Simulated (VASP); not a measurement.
An input for Quantum ESPRESSO's pw.x (written as the equivalent of a VASP run, and not itself run):

```
&CONTROL
  calculation = 'scf'
  pseudo_dir = './pseudo'
  outdir = './out'
  tprnfor = .true.
  tstress = .true.
/
&SYSTEM
  ibrav = 0
  nat = 2
  ntyp = 2
  ecutwfc = 88
  occupations = 'smearing'
  smearing = 'gaussian'
  degauss = 0.009996
  input_dft = 'pbesol'
/
&ELECTRONS
  conv_thr = 7.3e-08
  electron_maxstep = 100
/
ATOMIC_SPECIES
  Hf 178.490 Hf.upf
  Rh 102.906 Rh.upf
CELL_PARAMETERS angstrom
     3.2786160    0.0000000    0.0000000
     0.0000000    3.2786160    0.0000000
     0.0000000    0.0000000    3.2786160
ATOMIC_POSITIONS crystal
  Hf   0.0000000  0.0000000  0.0000000
  Rh   0.5000000  0.5000000  0.5000000
K_POINTS automatic
  10 10 10 0 0 0
```

Problem. Write the VASP files for the same calculation (PBEsol).

Solution. Several could match; the one computed here: 
File KPOINTS:
```
Automatic mesh
0
Gamma
10 10 10
0 0 0
```

INCAR:
```
# general
SYSTEM =HfRh
PREC   =Accurate
ENCUT  =300
LREAL  =.False.
LASPH  =.True.

# electronic loop
EDIFF  =1E-6
NELM   =100
ALGO   =Normal
LMAXMIX=6

# smearing
ISMEAR =0
SIGMA  =0.136

# functional
GGA    =PS

# ions
ISIF   =2

# output
LWAVE  =.False.
LCHARG =.False.
```

File POSCAR:
```
HfRh
3.2786160
  1.0000000000   0.0000000000   0.0000000000
  0.0000000000   1.0000000000   0.0000000000
  0.0000000000   0.0000000000   1.0000000000
Hf Rh
1 1
Cart
  0.0000000000   0.0000000000   0.0000000000
  0.5000000000   0.5000000000   0.5000000000
```

POTCAR, in this order: Hf_pv Rh_pv (PBE.64 set). Program: vasp_std.

What does not carry over: the potentials are each code's own (VASP's PAW set, PseudoDojo norm-conserving files in pw.x), so ENCUT and ecutwfc are chosen apart and not converted; conv_thr bounds pw.x's estimated SCF error, while EDIFF bounds the energy change between steps.

The structure comes from a computed database's HfRh entry; how it stands against other phases isn't given here. The cell was not relaxed at this level.
